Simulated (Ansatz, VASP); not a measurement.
Given: the input of a run of VASP 6.6.1 on SrMg6Si.

File INCAR:

```
SYSTEM = SrMg6Si
PREC = Accurate
ENCUT = 520
EDIFF = 1E-7
ISMEAR = -1
SIGMA = 0.05
LREAL = .FALSE.
LASPH = .TRUE.
NELM = 100
ALGO = Normal
ISIF = 2
LWAVE = .FALSE.
LCHARG = .FALSE.
GGA = PE
NBANDS = 23
```

KPOINTS

```
regular mesh
0
G
  6 5 5
  0 0 0
```

File POSCAR:

```
SrMg6Si
1.0
    4.9736177502      0.0000000000      0.0000000000
    0.0000000000      3.0653786185      6.8498886633
    0.0000000000     -3.0653786185      6.8498886633
Sr Si Mg
1 1 6
Direct
    0.5000000000      0.6976320000      0.6976320000
    0.5000000000      0.1152540000      0.1152540000
    0.0000000000      0.8627890000      0.8627890000
    0.0000000000      0.2997230000      0.2997230000
    0.0000000000      0.3209160000      0.8300400000
    0.0000000000      0.8300400000      0.3209160000
    0.5000000000      0.1921360000      0.6815040000
    0.5000000000      0.6815040000      0.1921360000
```

Potentials or basis: VASP PAW PBE potentials, release 64 (Sr_sv, Si, Mg).

The run is started by

```console
$ cat potpaw_PBE.64/Sr_sv/POTCAR potpaw_PBE.64/Si/POTCAR potpaw_PBE.64/Mg/POTCAR > POTCAR
$ mpirun -np 1 vasp_std > vasp.out
```

Task: Translate it to Ansatz 0.2.0. Potentials there: Ansatz PAW.

Result: As run (the cutoff follows the program's own potentials):

Contents of input.yaml:

```yaml
crystal:
  lattice:
    - [4.9736177502, 0.0, 0.0]
    - [0.0, 3.0653786185, 6.8498886633]
    - [0.0, -3.0653786185, 6.8498886633]
  atoms:
    - { symbol: Sr, position: [0.5, 0.697632, 0.697632] }
    - { symbol: Si, position: [0.5, 0.115254, 0.115254] }
    - { symbol: Mg, position: [0.0, 0.862789, 0.862789] }
    - { symbol: Mg, position: [0.0, 0.299723, 0.299723] }
    - { symbol: Mg, position: [0.0, 0.320916, 0.83004] }
    - { symbol: Mg, position: [0.0, 0.83004, 0.320916] }
    - { symbol: Mg, position: [0.5, 0.192136, 0.681504] }
    - { symbol: Mg, position: [0.5, 0.681504, 0.192136] }
hamiltonian:
  xc: pbe
  pseudopotentials: { kind: paw }
kpoints:
  mp_grid: { grid: [6, 5, 5] }
scf:
  occupations: { method: fermi_dirac, width: 0.05 }
output:
  forces: true
  stress: true
  eigenvalues: true
```

Potentials or basis: Ansatz PAW.

The run is started by

```console
$ ansatz run input.yaml --threads 4 --pin off --max-ram 10240MiB --backend cpu --events-out ev --progress --plain --runs-dir out
```

Both were run:

|  | VASP | Ansatz | Ansatz less VASP |
| --- | --- | --- | --- |
| gap on the k mesh at the Fermi level (eV) | none | none | - |
| pressure (GPa) | -1.2 | -1.1 | +0.06 |
| largest component of the traceless stress (GPa) | 0.30 | 0.29 | -0.008 |
| rms of the force components (eV/Å) | 0.041 | 0.039 | -0.0021 |

Atom by atom the forces differ by 0.003 eV/Å (rms over components). A gap of «none» marks a metal or a gap that the smearing closes. The two sets of potentials don't hold the same shells in valence.
